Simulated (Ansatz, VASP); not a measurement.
## MnO: VASP beside Ansatz

One calculation is typed for both programs; each brings its own data sets and cutoff. How far apart do they land?

Program: Ansatz 0.2.0. Level of theory: plane waves, with VASP 6.6.1 beside it; relaxation of cell and atoms at r2SCAN. Results are calculated unless marked as measured.

**1. The structure**

It takes space group Fm-3m (No. 225, cubic). The conventional cell has a = 4.451 Å, b = 4.451 Å, c = 4.451 Å, α = 90.00°, β = 90.00°, γ = 90.00°. Nearest to Mn lie 6 O at 2.23 Å. O has 6 Mn at 2.23 Å nearest. Farther neighbours and most contacts between anions are not listed.

**2. VASP: relaxation of cell and atoms, r2SCAN**

The relaxed volume is the usual yardstick between codes: its relative difference is about their pressure difference at one cell divided by the bulk modulus.

Lines of VASP's logs that name or quote its potential files are left out, and so is its time.

Input file INCAR:

```
SYSTEM = MnO
PREC = Accurate
ENCUT = 560
EDIFF = 1E-06
NELM = 100
ISMEAR = -1
SIGMA = 0.05
LREAL = .FALSE.
ALGO = Normal
METAGGA = R2SCAN
LASPH = .TRUE.
NBANDS = 16
ISPIN = 2
MAGMOM = 4 0
LMAXMIX = 4
LORBIT = 11
LWAVE = .FALSE.
LCHARG = .FALSE.
KPAR = 2
IBRION = 2
NSW = 60
ISIF = 3
EDIFFG = -0.01
```

Input file POSCAR:

```
MnO
1.0
    0.0000000000      2.2255000000      2.2255000000
    2.2255000000      0.0000000000      2.2255000000
    2.2255000000      2.2255000000      0.0000000000
Mn O
1 1
Direct
    0.0000000000      0.0000000000      0.0000000000
    0.5000000000      0.5000000000      0.5000000000
```

Input file KPOINTS:

```
Automatic mesh
0
Gamma
9 9 9
0 0 0
```

Potentials, in the order of the species: Mn_pv and O (PBE family, release 64).

On the command line:

```console
$ mpirun -np 2 vasp_std
```

Numbers of over 12 decimals in the logs are rounded to 6 here.

What it wrote:

```text
[banner, memory and clock lines left out]
running    2 mpi-ranks, on    1 nodes
 distrk:  each k-point on    1 cores,    2 groups
 distr:  one band on    1 cores,    1 groups

 POSCAR found type information on POSCAR MnO
 POSCAR found :  2 types and       2 ions
|                                                                             |
|               ----> ADVICE to this user running VASP <----                  |
|                                                                             |
|     You enforced a specific xc type in the INCAR file but a different       |
|     [... a line on the potential file left out ...]
|     I HOPE YOU KNOW WHAT YOU ARE DOING!                                     |
|                                                                             |

 LDA part: xc-table for (None), standard interpolation
 POSCAR, INCAR and KPOINTS ok, starting setup
 FFT: planning ... GRIDC
 FFT: planning ... GRID_SOFT
 FFT: planning ... GRID
 WAVECAR not read
 entering main loop
       N       E                     dE             d eps       ncg     rms          rms(c)
DAV:   1     0.157970695737E+03    0.15797E+03   -0.11763E+04  2240   0.151E+03
DAV:   2    -0.233765538513E+02   -0.18135E+03   -0.17147E+03  2504   0.391E+02
DAV:   3    -0.307246167273E+02   -0.73481E+01   -0.73098E+01  2400   0.875E+01
DAV:   4    -0.307866484721E+02   -0.62032E-01   -0.62027E-01  2624   0.826E+00
DAV:   5    -0.307875874520E+02   -0.93898E-03   -0.93898E-03  2424   0.101E+00    0.137E+01
DAV:   6    -0.242854643717E+02    0.65021E+01   -0.14755E+01  2400   0.483E+01    0.161E+01
DAV:   7    -0.244871096906E+02   -0.20165E+00   -0.10972E+00  2240   0.140E+01    0.100E+01
DAV:   8    -0.244805179273E+02    0.65918E-02   -0.15200E-01  2384   0.547E+00    0.535E+00
DAV:   9    -0.244881742242E+02   -0.76563E-02   -0.84892E-02  2264   0.411E+00    0.632E-01
DAV:  10    -0.244863935132E+02    0.17807E-02   -0.24450E-02  2336   0.227E+00    0.312E-01
DAV:  11    -0.244872821562E+02   -0.88864E-03   -0.96932E-04  2344   0.351E-01    0.112E-01
DAV:  12    -0.244874324891E+02   -0.15033E-03   -0.23297E-04  2672   0.205E-01    0.355E-02
DAV:  13    -0.244874102380E+02    0.22251E-04   -0.22116E-05  2288   0.539E-02    0.208E-02
DAV:  14    -0.244874288668E+02   -0.18629E-04   -0.20008E-05  2344   0.371E-02    0.127E-02
DAV:  15    -0.244874313142E+02   -0.24474E-05   -0.31815E-06  2184   0.204E-02    0.148E-03
DAV:  16    -0.244874342782E+02   -0.29640E-05   -0.31845E-07  1120   0.569E-03    0.645E-04
DAV:  17    -0.244874325993E+02    0.16789E-05   -0.23378E-08  1120   0.182E-03    0.403E-04
DAV:  18    -0.244874319399E+02    0.65938E-06   -0.52301E-09  1120   0.886E-04
   1 F= -.24487432E+02 E0= -.24487117E+02  d E =-.244874E+02  mag=     4.9987
 curvature:   0.00 expect dE= 0.000E+00 dE for cont linesearch  0.000E+00
 trial: gam= 0.00000 g(F)=  0.586E-64 g(S)=  0.249E-06 ort = 0.000E+00 (trialstep = 0.100E+01)
 search vector abs. value=  0.249E-06
 reached required accuracy - stopping structural energy minimisation
```

OUTCAR, selected parts (step 2):

```text
ion  position               nearest neighbor table
   1  0.000  0.000  0.000-   2 2.23   2 2.23   2 2.23   2 2.23   2 2.23   2 2.23
   2  0.500  0.500  0.500-   1 2.23   1 2.23   1 2.23   1 2.23   1 2.23   1 2.23

  LATTYP: Found a face centered cubic cell.
 ALAT       =     4.4510000000

 Subroutine GETGRP returns: Found 48 space group operations
 (whereof 48 operations were pure point group operations)

The static configuration has the point symmetry O_h .

 Found     35 irreducible k-points:

   k-points           NKPTS =     35   k-points in BZ     NKDIM =     35   number of bands    NBANDS=     16

   dimension x,y,z NGX =    24 NGY =   24 NGZ =   24
   dimension x,y,z NGXF=    48 NGYF=   48 NGZF=   48

   ENCUT  =  560.0 eV  41.16 Ry    6.42 a.u.   6.07  6.07  6.07*2*pi/ulx,y,z

   NELECT =      19.0000    total number of electrons

 k-points in reciprocal lattice and weights: Automatic mesh
   0.00000000  0.00000000  0.00000000       0.001
   0.11111111  0.00000000  0.00000000       0.011
   0.22222222  0.00000000  0.00000000       0.011
   0.33333333  0.00000000  0.00000000       0.011
   0.44444444  0.00000000  0.00000000       0.011
   0.11111111  0.11111111  0.00000000       0.008
   0.22222222  0.11111111  0.00000000       0.033
   0.33333333  0.11111111  0.00000000       0.033
   0.44444444  0.11111111  0.00000000       0.033
[...]
-0.33333333  0.44444444  0.11111111       0.033
  -0.33333333  0.44444444  0.22222222       0.033

 average (electrostatic) potential at core
       1 -72.4622       2 -72.3175

 E-fermi :   7.3762

 spin component 1
 k-point     1 :       0.0000    0.0000    0.0000
  band No.  band energies     occupation
    ...
      9       3.7277      1.00000
     10       3.7278      1.00000
     11       4.2166      1.00000
     12       4.2166      1.00000
     13       7.1692      0.98433
     14      21.9839      0.00000
     15      24.2826      0.00000
     16      24.2827      0.00000

 k-point     2 :       0.1111    0.0000    0.0000
  band No.  band energies     occupation
    ...
      8       3.8606      1.00000
      9       3.8607      1.00000
     10       4.0784      1.00000
     11       4.9638      1.00000
     12       4.9638      1.00000
     13       7.9890      0.00000
     14      20.5969      0.00000
     15      23.8512      0.00000
     16      23.8512      0.00000

 k-point     3 :       0.2222    0.0000    0.0000
  band No.  band energies     occupation
    ...
      8       4.0912      1.00000
      9       4.0913      1.00000
     10       4.3756      1.00000
     11       5.9441      1.00000
     12       5.9441      1.00000
     13       9.4970      0.00000
     14      18.3360      0.00000
     15      22.4200      0.00000
     16      22.4201      0.00000

 k-point     4 :       0.3333    0.0000    0.0000
  band No.  band energies     occupation
    ...
      8       4.3622      1.00000
      9       4.3622      1.00000
     10       4.7368      1.00000
     11       6.7433      1.00000
     12       6.7434      1.00000
     13      10.7550      0.00000
     14      16.5329      0.00000
     15      20.8974      0.00000
     16      20.8976      0.00000

 k-point     5 :       0.4444    0.0000    0.0000
  band No.  band energies     occupation
    ...
      8       4.5466      1.00000
      9       4.5466      1.00000
     10       5.0364      1.00000
     11       7.2003      0.97119
     12       7.2004      0.97118
     13      11.2865      0.00000
     14      15.7194      0.00000
     15      19.9941      0.00000
     16      19.9943      0.00000

 k-point     6 :       0.1111    0.1111    0.0000
  band No.  band energies     occupation
    ...
      8       3.6151      1.00000
      9       4.2622      1.00000
     10       4.3267      1.00000
     11       4.3267      1.00000
     12       5.0602      1.00000
     13       8.3532      0.00000
     14      20.7061      0.00000
     15      23.1962      0.00000
     16      23.1962      0.00000

  Total        0.0018555      0.0018555      0.0018555      0.0000000      0.0000000      0.0000000
  in kB        0.1348528      0.1348528      0.1348528      0.0000000      0.0000000      0.0000000
  external PRESSURE =       0.1348528 kB  Pullay stress =       0.0000000 kB

  energy-cutoff  :      560.00
  volume of cell :       22.05
      direct lattice vectors                 reciprocal lattice vectors
     0.000000000  2.225500000  2.225500000    -0.224668614  0.224668614  0.224668614
     2.225500000  0.000000000  2.225500000     0.224668614 -0.224668614  0.224668614
     2.225500000  2.225500000  0.000000000     0.224668614  0.224668614 -0.224668614

 POSITION                                       TOTAL-FORCE (eV/Angst)
 -----------------------------------------------------------------------------------
      0.00000      0.00000      0.00000         0.000000      0.000000      0.000000
      2.22550      2.22550      2.22550         0.000000     -0.000000      0.000000
 -----------------------------------------------------------------------------------
    total drift:                                0.000000     -0.000000     -0.000000

  FREE ENERGIE OF THE ION-ELECTRON SYSTEM (eV)
  ---------------------------------------------------
  free  energy   TOTEN  =       -24.4874319399 eV

  energy  without entropy=      -24.4868024803  energy(sigma->0) =      -24.48711721

 reached required accuracy - stopping structural energy minimisation

 total charge
# of ion       s       p       d       tot
------------------------------------------
    1        0.207   6.170   4.960  11.337
    2        1.557   3.469   0.000   5.026
--------------------------------------------------
tot          1.764   9.640   4.960  16.363

 magnetization (x)
# of ion       s       p       d       tot
------------------------------------------
    1        0.029   0.022   4.493   4.544
    2        0.032   0.200   0.000   0.232
--------------------------------------------------
tot          0.060   0.222   4.493   4.775

[... 6 further parts left out ...]
```

CONTCAR:

```
MnO
   1.00000000000000
     0.0000000000000000    2.2254999999999998    2.2254999999999998
     2.2254999999999998    0.0000000000000000    2.2254999999999998
     2.2254999999999998    2.2254999999999998    0.0000000000000000
  Mn              O
     1     1
Direct
     0.0000000000000000    0.0000000000000000    0.0000000000000000
     0.5000000000000000    0.5000000000000000    0.5000000000000000
```

Experiment finds antiferromagnetic order in this phase (below 118 K, arxiv:1410.6377), so this ferromagnetic run describes another state. Oxides and halides of Mn are often magnetic insulators, and a metal at this level, without U or exact exchange, may be an artefact.

(Part 1 of 2 ends here.)

[Lines on the potential files, build, host, timing and source positions are cut from VASP's logs without a mark.]

[Logs are printed without paths, hosts, clocks, repeated set-up lines and the standing remarks that a program may print on its own settings, such as how far it seeks lower states.]

[Hosts, paths, dates, database ids (printed as entryN), source tags and the programs' standing remarks are cut or masked in the printed files.]
